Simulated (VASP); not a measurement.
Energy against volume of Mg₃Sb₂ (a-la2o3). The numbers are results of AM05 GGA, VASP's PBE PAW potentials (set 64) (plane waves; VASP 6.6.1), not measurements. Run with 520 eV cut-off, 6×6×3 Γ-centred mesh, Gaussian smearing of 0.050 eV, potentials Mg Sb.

Shape and ions are relaxed at each volume.

```csv
V (Å³/atom),E (eV/atom)
24.355,-3.00549
25.132,-3.01646
25.910,-3.01982
26.687,-3.01672
```

Problem. Fit these four points and predict the energy of the run at 27.464 Å³/atom.

Solution. A cubic in V^(−2/3), the third-order Birch-Murnaghan form, passes through the four points with V0 = 25.90 Å³/atom and B0 = 44 GPa, and gives -3.0081 eV/atom there. The run gave -3.0081 eV/atom, +0.1 meV/atom from the fit; all five points give B0 = 44 GPa.

The compound is Mg3Sb2 in the a-la2o3 structure. It was relaxed first.
